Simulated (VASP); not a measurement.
A 71-atom supercell of GaN (wurtzite) holds C on the N site with a neighbouring Ga vacancy in charge state -1. It is relaxed twice, with the total moment held at 1 and at 3 μB. The numbers are results of PBE GGA, VASP's PBE PAW potentials (set 64) (plane waves; VASP 6.6.1), not measurements. Settings: PREC = Normal, LREAL = Auto, ISYM = 0, NELECT = 285.0, EDIFF = 1E-5, 400 eV cut-off, 1×1×1 Γ-centred mesh, Gaussian smearing of 0.050 eV, potentials Ga N C.

The cell is charged, with a uniform compensating background. The supercell is sampled at Γ alone, which is coarse: total energies, pressure and levels can be off, energies of defects by several tenths of an eV.

Which spin state lies lower, and by how much?

The state with 1 μB lies lower, by 0.24 eV.

The cell is a supercell with a defect, built from GaN (wurtzite).
